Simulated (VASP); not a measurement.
Input for VASP

INCAR:
```
SYSTEM  =  Ni3Si
PREC  =  Accurate; ENCUT  =  480; LREAL  =  .False.
LASPH  =  .True.
EDIFF  =  1E-6; NELM  =  100; ALGO  =  Normal
LMAXMIX  =  4
ISMEAR  =  1; SIGMA  =  0.1
GGA  =  PS
IBRION  =  2; NSW  =  60; ISIF  =  3
EDIFFG  =  -0.02
LWAVE  =  .False.; LCHARG  =  .False.
```

POSCAR:
```
Ni3Si
1
    3.4629639637     0.0000000000    -0.0000000000
    0.0000000000     3.4629639637    -0.0000000000
    0.0000000000    -0.0000000000     3.4629639637
Si Ni
1 3
Direct
  0.0000000000   0.0000000000   0.0000000000
  0.0000000000   0.5000000000   0.5000000000
  0.5000000000   0.0000000000   0.5000000000
  0.5000000000   0.5000000000   0.0000000000
```

KPOINTS:
```
Automatic mesh
0
Gamma
8 8 8
0 0 0
```

POTCAR, in this order: Si Ni (PBE.64 set). Program: vasp_std.

Write an equivalent input for Ansatz.

One equivalent input (not run):
Ansatz 0.2 input:
```yaml
crystal:
  lattice:
    - [3.4629640, 0.0000000, 0.0000000]
    - [0.0000000, 3.4629640, 0.0000000]
    - [0.0000000, 0.0000000, 3.4629640]
  atoms:
    - { symbol: Si, position: [0.0000000, 0.0000000, 0.0000000] }
    - { symbol: Ni, position: [0.0000000, 0.5000000, 0.5000000] }
    - { symbol: Ni, position: [0.5000000, 0.0000000, 0.5000000] }
    - { symbol: Ni, position: [0.5000000, 0.5000000, 0.0000000] }
kpoints:
  mp_grid: { grid: [8, 8, 8] }
hamiltonian:
  xc: pbesol
  pseudopotentials: { kind: paw }
scf:
  occupations: { method: methfessel_paxton, width: 0.1 }
  max_iter: 100
relax:
  max_steps: 60
  f_tol: 0.02
  cell: {}
output: { forces: true, stress: true, eigenvalues: true }
```
Limits of the translation: each code has its own PAW files, so the cut-off isn't converted (ENCUT is set for VASP's; basis.ecutwfc is left out, and Ansatz then takes the one that its files recommend); Ansatz stops its SCF on the density residual and VASP on the energy change (EDIFF).

The compound is Ni3Si in the L1_2 structure. This run relaxes it. Symmetry was kept, so distortions that lower it aren't found. The start is the result of an earlier pass.
